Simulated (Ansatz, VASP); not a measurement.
**Cross-check of TiAl3 between VASP and Ansatz**

Wanted: the spread between two codes on one cell, functional and k mesh. The cell is taken from a series of runs on this material, whose earlier steps may have relaxed, scaled, displaced or heated it; both programs get it as it stands.

Calculated with Ansatz 0.2.0; plane waves, with VASP 6.6.1 beside it; zone-centre phonons at LDA.

## 1. The starting structure

The structure is tetragonal, space group I4/mmm (No. 139). Conventional cell: a = 3.703 Å, b = 3.703 Å, c = 8.303 Å, α = 90.00°, β = 90.00°, γ = 90.00°. Nearest to Al lie 4 Ti at 2.62 Å and 8 Al at 2.78 Å. Nearest to Al lie 8 Al at 2.62 to 2.78 Å and 4 Ti at 2.78 Å. Nearest to Ti lie 12 Al at 2.62 to 2.78 Å. Farther neighbours are not listed.

As a file:

```cif
data_structure
_symmetry_space_group_name_H-M 'P 1'
_symmetry_Int_Tables_number 1
_cell_length_a 4.9082
_cell_length_b 4.9082
_cell_length_c 4.9082
_cell_angle_alpha 135.676
_cell_angle_beta 135.676
_cell_angle_gamma 64.482
_cell_volume 56.93
loop_
_atom_site_label
_atom_site_type_symbol
_atom_site_fract_x
_atom_site_fract_y
_atom_site_fract_z
_atom_site_occupancy
Al1 Al 0.50000 0.50000 0.00000 1
Al2 Al 0.75000 0.25000 0.50000 1
Al3 Al 0.25000 0.75000 0.50000 1
Ti4 Ti 0.00000 0.00000 0.00000 1
```

## 2. VASP: zone-centre phonons, LDA

Second derivatives magnify differences that forces hide, and they need a tight electronic threshold.

Lines of VASP's logs that name or quote its potential files are left out, and so is its time.

INCAR

```
SYSTEM = TiAl3
PREC = Accurate
ENCUT = 500
EDIFF = 1E-08
NELM = 120
ISMEAR = 1
SIGMA = 0.2
LREAL = .FALSE.
ALGO = Normal
GGA = CA
NBANDS = 16
LASPH = .TRUE.
LORBIT = 11
LWAVE = .FALSE.
LCHARG = .FALSE.
ISIF = 2
IBRION = 8
GGA_COMPAT = .FALSE.
KPAR = 2
```

POSCAR

```
TiAl3
1.0
   -1.8515260141      1.8515260141      4.1514108783
    1.8515260141     -1.8515260141      4.1514108783
    1.8515260141      1.8515260141     -4.1514108783
Al Ti
3 1
Direct
    0.5000000000      0.5000000000      0.0000000000
    0.7500000000      0.2500000000      0.5000000000
    0.2500000000      0.7500000000      0.5000000000
    0.0000000000      0.0000000000      0.0000000000
```

KPOINTS

```
Automatic mesh
0
Gamma
16 16 16
0 0 0
```

The projector-augmented-wave data sets are Al and Ti_sv (LDA family, release 64).

Launch:

```sh
$ mpirun -np 2 vasp_std
```

Numbers of over 12 decimals in the logs are rounded to 6 here.

The program printed:

```text
[banner, memory and clock lines left out]
running    2 mpi-ranks, on    1 nodes
 distrk:  each k-point on    1 cores,    2 groups
 distr:  one band on    1 cores,    1 groups

 POSCAR found type information on POSCAR AlTi
 POSCAR found :  2 types and       4 ions
 LDA part: xc-table for (Slater(with rela. corr.)+CA(PZ))
 , standard interpolation
 POSCAR, INCAR and KPOINTS ok, starting setup
 FFT: planning ... GRIDC
 FFT: planning ... GRID_SOFT
 FFT: planning ... GRID
 WAVECAR not read
 entering main loop
       N       E                     dE             d eps       ncg     rms          rms(c)
DAV:   1     0.117426950657E+03    0.11743E+03   -0.92835E+03 11168   0.120E+03
DAV:   2    -0.163735797908E+02   -0.13380E+03   -0.13159E+03 11544   0.313E+02
DAV:   3    -0.243384850657E+02   -0.79649E+01   -0.78549E+01 18496   0.688E+01
DAV:   4    -0.245124420630E+02   -0.17396E+00   -0.17378E+00 13016   0.996E+00
DAV:   5    -0.245183239912E+02   -0.58819E-02   -0.58817E-02 18192   0.170E+00    0.118E+01
DAV:   6    -0.233019988646E+02    0.12163E+01   -0.23111E+01 16640   0.379E+01    0.586E+00
DAV:   7    -0.227665592001E+02    0.53544E+00   -0.63060E+00 14304   0.197E+01    0.333E+00
DAV:   8    -0.227270979372E+02    0.39461E-01   -0.84067E-01 14240   0.760E+00    0.132E+00
DAV:   9    -0.227008262766E+02    0.26272E-01   -0.24444E-01 14888   0.417E+00    0.244E-01
DAV:  10    -0.227020946563E+02   -0.12684E-02   -0.62699E-03 14120   0.654E-01    0.285E-01
DAV:  11    -0.227007239474E+02    0.13707E-02   -0.67408E-03 16408   0.607E-01    0.598E-02
DAV:  12    -0.227007109420E+02    0.13005E-04   -0.26164E-04 15224   0.128E-01    0.332E-02
DAV:  13    -0.227007110498E+02   -0.10781E-06   -0.46960E-06 12480   0.174E-02    0.219E-02
DAV:  14    -0.227007104716E+02    0.57818E-06   -0.86471E-07 15832   0.915E-03    0.809E-03
DAV:  15    -0.227007103448E+02    0.12677E-06   -0.57674E-07 14264   0.521E-03    0.129E-03
DAV:  16    -0.227007103353E+02    0.95006E-08   -0.53029E-08 13960   0.202E-03
   1 F= -.22700710E+02 E0= -.22700972E+02  d E =0.785060E-03
 Linear response reoptimize wavefunctions to high precision
DAV:   1    -0.227007103335E+02    0.18497E-08   -0.56348E-09 14248   0.689E-04
DAV:   2    -0.227007103335E+02   -0.22737E-11   -0.11730E-10  7520   0.998E-05
 Linear response DOF=           6
 Linear response progress:
  Degree of freedom:   1/  6
       N       E                     dE             d eps       ncg     rms          rms(c)
RMM:   1    -0.894425448064E-02   -0.89443E-02    0.38464E-03 35778   0.143E+00
RMM:   2    -0.746593377575E-02    0.14783E-02   -0.19160E-03 39426   0.267E-01    0.497E-02
RMM:   3    -0.749588774388E-02   -0.29954E-04   -0.38785E-04 42845   0.120E-01    0.263E-02
RMM:   4    -0.761479288924E-02   -0.11891E-03   -0.12906E-04 43016   0.606E-02    0.747E-03
RMM:   5    -0.762580794752E-02   -0.11015E-04   -0.16336E-05 46879   0.232E-02    0.335E-03
RMM:   6    -0.763525205905E-02   -0.94441E-05   -0.29393E-06 49903   0.920E-03    0.104E-03
RMM:   7    -0.763601091639E-02   -0.75886E-06   -0.43095E-07 48186   0.337E-03    0.440E-04
RMM:   8    -0.763613315262E-02   -0.12224E-06   -0.11944E-07 46654   0.176E-03    0.185E-04
RMM:   9    -0.763642321769E-02   -0.29007E-06   -0.33097E-08 49745   0.750E-04    0.522E-05
RMM:  10    -0.763634710630E-02    0.76111E-07   -0.18071E-08 50118   0.354E-04    0.264E-05
RMM:  11    -0.763635908962E-02   -0.11983E-07   -0.10329E-08 52001   0.152E-04    0.835E-06
RMM:  12    -0.763634212478E-02    0.16965E-07   -0.25041E-09 51909   0.728E-05    0.633E-06
RMM:  13    -0.763634900737E-02   -0.68826E-08   -0.51555E-09 49442   0.375E-05    0.285E-06
 first order change of Fermi-energy   0.18872E-03
 force on displaced ion       1 direction 1 : -10.559   0.000  -0.000
 Linear response progress:
  Degree of freedom:   2/  6
       N       E                     dE             d eps       ncg     rms          rms(c)
RMM:   1    -0.113553432820E-01   -0.11355E-01    0.71222E-03 26322   0.776E-01
RMM:   2    -0.856514683279E-02    0.27902E-02   -0.16545E-03 23266   0.209E-01    0.526E-02
RMM:   3    -0.848349521421E-02    0.81652E-04   -0.61452E-04 23393   0.108E-01    0.231E-02
RMM:   4    -0.853652946491E-02   -0.53034E-04   -0.19418E-04 24217   0.576E-02    0.775E-03
RMM:   5    -0.853090943322E-02    0.56200E-05   -0.22882E-05 25046   0.231E-02    0.271E-03
RMM:   6    -0.853799656719E-02   -0.70871E-05   -0.58926E-06 26072   0.951E-03    0.759E-04
RMM:   7    -0.853571575438E-02    0.22808E-05   -0.12660E-06 26918   0.406E-03    0.287E-04
RMM:   8    -0.853501355952E-02    0.70219E-06   -0.44318E-07 27544   0.168E-03    0.153E-04
RMM:   9    -0.853517172194E-02   -0.15816E-06   -0.16650E-08 27775   0.772E-04    0.367E-05
RMM:  10    -0.853522709801E-02   -0.55376E-07    0.34992E-08 28900   0.355E-04    0.370E-05
RMM:  11    -0.853524279038E-02   -0.15692E-07    0.60897E-08 27994   0.177E-04    0.133E-05
RMM:  12    -0.853522020331E-02    0.22587E-07    0.29195E-08 28207   0.914E-05    0.579E-06
RMM:  13    -0.853521677527E-02    0.34280E-08    0.36447E-08 28364   0.459E-05    0.349E-06
 first order change of Fermi-energy   0.27569E-03
 force on displaced ion       1 direction 3 :   0.000   0.000  -5.404
 Linear response progress:
  Degree of freedom:   3/  6
[...]
RMM:   9    -0.751381704829E-02   -0.31152E-06   -0.39566E-08 91727   0.522E-04    0.488E-05
RMM:  10    -0.751377297101E-02    0.44077E-07    0.44665E-09 89385   0.242E-04    0.109E-05
RMM:  11    -0.751381691191E-02   -0.43941E-07    0.23433E-08 90929   0.124E-04    0.758E-06
RMM:  12    -0.751380106400E-02    0.15848E-07    0.73419E-09 90705   0.671E-05    0.251E-06
RMM:  13    -0.751379676042E-02    0.43036E-08    0.10769E-08 93047   0.382E-05    0.906E-07
 first order change of Fermi-energy   0.13637E-05
 force on displaced ion       2 direction 1 :  -9.241   0.000  -0.000
 Linear response progress:
  Degree of freedom:   4/  6
       N       E                     dE             d eps       ncg     rms          rms(c)
RMM:   1    -0.122531197793E-01   -0.12253E-01   -0.43561E-04 40770   0.132E+00
RMM:   2    -0.892427460122E-02    0.33288E-02   -0.20171E-03 41107   0.289E-01    0.635E-02
RMM:   3    -0.884842977438E-02    0.75845E-04   -0.67199E-04 41498   0.149E-01    0.293E-02
RMM:   4    -0.893947329460E-02   -0.91044E-04   -0.23898E-04 45053   0.817E-02    0.109E-02
RMM:   5    -0.894757489310E-02   -0.81016E-05   -0.30295E-05 47550   0.314E-02    0.376E-03
RMM:   6    -0.896032539332E-02   -0.12751E-04   -0.66628E-06 49498   0.140E-02    0.146E-03
RMM:   7    -0.895835136743E-02    0.19740E-05   -0.13217E-06 49516   0.544E-03    0.636E-04
RMM:   8    -0.895762457953E-02    0.72679E-06   -0.33166E-07 49358   0.235E-03    0.306E-04
RMM:   9    -0.895808116350E-02   -0.45658E-06   -0.10241E-07 49588   0.997E-04    0.122E-04
RMM:  10    -0.895817003302E-02   -0.88870E-07   -0.17022E-08 50050   0.462E-04    0.394E-05
RMM:  11    -0.895814042334E-02    0.29610E-07   -0.14093E-08 51639   0.203E-04    0.738E-06
RMM:  12    -0.895814719328E-02   -0.67699E-08   -0.17754E-08 51666   0.845E-05    0.494E-06
 first order change of Fermi-energy  -0.30220E-03
 force on displaced ion       2 direction 3 :   0.000   0.000  -8.118
 Linear response progress:
  Degree of freedom:   5/  6
       N       E                     dE             d eps       ncg     rms          rms(c)
RMM:   1    -0.761678576232E+00   -0.76168E+00    0.11581E+01 20043   0.136E+02
RMM:   2    -0.673652784463E+00    0.88026E-01   -0.53525E-01 34263   0.589E+00    0.176E-01
RMM:   3    -0.672516610687E+00    0.11362E-02   -0.26362E-02 39622   0.129E+00    0.819E-02
RMM:   4    -0.673582967214E+00   -0.10664E-02   -0.18171E-02 46119   0.573E-01    0.358E-02
RMM:   5    -0.675219701531E+00   -0.16367E-02   -0.10188E-03 44565   0.176E-01    0.118E-02
RMM:   6    -0.675498971012E+00   -0.27927E-03   -0.25536E-04 48380   0.710E-02    0.386E-03
RMM:   7    -0.675407112599E+00    0.91858E-04   -0.40805E-05 48037   0.261E-02    0.299E-03
RMM:   8    -0.675528274191E+00   -0.12116E-03   -0.14584E-05 46458   0.128E-02    0.443E-04
RMM:   9    -0.675520599433E+00    0.76748E-05   -0.67399E-06 50410   0.590E-03    0.170E-04
RMM:  10    -0.675517258191E+00    0.33412E-05   -0.42156E-06 51211   0.327E-03    0.242E-04
RMM:  11    -0.675527090233E+00   -0.98320E-05   -0.36598E-06 46312   0.214E-03    0.334E-05
RMM:  12    -0.675526369692E+00    0.72054E-06   -0.29594E-06 51590   0.145E-03    0.148E-05
RMM:  13    -0.675526901351E+00   -0.53166E-06   -0.24046E-06 49938   0.111E-03    0.820E-06
RMM:  14    -0.675527399408E+00   -0.49806E-06   -0.19446E-06 48223   0.901E-04    0.573E-06
RMM:  15    -0.675527281829E+00    0.11758E-06   -0.15924E-06 51019   0.753E-04    0.578E-06
RMM:  16    -0.675527419033E+00   -0.13720E-06   -0.13050E-06 47114   0.647E-04    0.654E-06
RMM:  17    -0.675527276836E+00    0.14220E-06   -0.10931E-06 44038   0.571E-04    0.144E-05
RMM:  18    -0.675527420675E+00   -0.14384E-06   -0.92103E-07 42048   0.507E-04    0.108E-05
RMM:  19    -0.675527514063E+00   -0.93387E-07   -0.76912E-07 42610   0.449E-04    0.830E-06
RMM:  20    -0.675527537651E+00   -0.23589E-07   -0.66387E-07 46013   0.395E-04    0.848E-06
RMM:  21    -0.675527553862E+00   -0.16211E-07   -0.54497E-07 44196   0.350E-04    0.957E-06
 first order change of Fermi-energy  -0.29904E-03
 force on displaced ion       4 direction 1 : -12.689  -0.000   0.000
 Linear response progress:
  Degree of freedom:   6/  6
       N       E                     dE             d eps       ncg     rms          rms(c)
RMM:   1    -0.709921679991E+00   -0.70992E+00    0.21346E+01 11348   0.141E+02
RMM:   2    -0.622416123478E+00    0.87506E-01   -0.59290E-01 18849   0.596E+00    0.184E-01
RMM:   3    -0.621215315103E+00    0.12008E-02   -0.28333E-02 22106   0.133E+00    0.816E-02
RMM:   4    -0.622063800007E+00   -0.84848E-03   -0.18425E-02 25251   0.568E-01    0.320E-02
RMM:   5    -0.623288720415E+00   -0.12249E-02   -0.77311E-04 25073   0.160E-01    0.112E-02
RMM:   6    -0.623712386437E+00   -0.42367E-03   -0.23844E-04 26171   0.675E-02    0.288E-03
RMM:   7    -0.623714669964E+00   -0.22835E-05   -0.39608E-05 27005   0.240E-02    0.200E-03
RMM:   8    -0.623780412997E+00   -0.65743E-04   -0.16803E-05 25765   0.117E-02    0.603E-04
RMM:   9    -0.623795231003E+00   -0.14818E-04   -0.10342E-05 27319   0.595E-03    0.232E-04
RMM:  10    -0.623788148778E+00    0.70822E-05   -0.79583E-06 27753   0.340E-03    0.101E-04
RMM:  11    -0.623790430231E+00   -0.22815E-05   -0.70472E-06 27422   0.211E-03    0.435E-05
RMM:  12    -0.623791425800E+00   -0.99557E-06   -0.61023E-06 26852   0.159E-03    0.110E-05
RMM:  13    -0.623791620341E+00   -0.19454E-06   -0.53769E-06 28193   0.129E-03    0.125E-05
RMM:  14    -0.623791602455E+00    0.17886E-07   -0.46495E-06 26935   0.110E-03    0.258E-05
[...]
RMM:  18    -0.623791734819E+00   -0.65205E-07   -0.30790E-06 25527   0.717E-04    0.291E-05
RMM:  19    -0.623791776021E+00   -0.41202E-07   -0.28163E-06 23420   0.659E-04    0.319E-05
RMM:  20    -0.623791804852E+00   -0.28831E-07   -0.25158E-06 18147   0.610E-04    0.352E-05
RMM:  21    -0.623791821622E+00   -0.16770E-07   -0.23590E-06 17916   0.567E-04    0.387E-05
RMM:  22    -0.623791837318E+00   -0.15696E-07   -0.21897E-06 16348   0.527E-04    0.415E-05
RMM:  23    -0.623791854347E+00   -0.17029E-07   -0.19762E-06 15240   0.492E-04    0.441E-05
RMM:  24    -0.623791876857E+00   -0.22510E-07   -0.18729E-06 14826   0.461E-04    0.465E-05
RMM:  25    -0.623791885055E+00   -0.81978E-08   -0.17580E-06 16033   0.433E-04    0.488E-05
 first order change of Fermi-energy   0.31349E-03
 force on displaced ion       4 direction 3 :  -0.000  -0.000  -9.808
 Linear response finished
```

(Continued in part 2 of 2.)

[Lines on the potential files, build, host, timing and source positions are cut from VASP's logs without a mark.]

[Logs are printed without paths, hosts, clocks, repeated set-up lines and the standing remarks that a program may print on its own settings, such as how far it seeks lower states.]

[Hosts, paths, dates, database ids (printed as entryN), source tags and the programs' standing remarks are cut or masked in the printed files.]
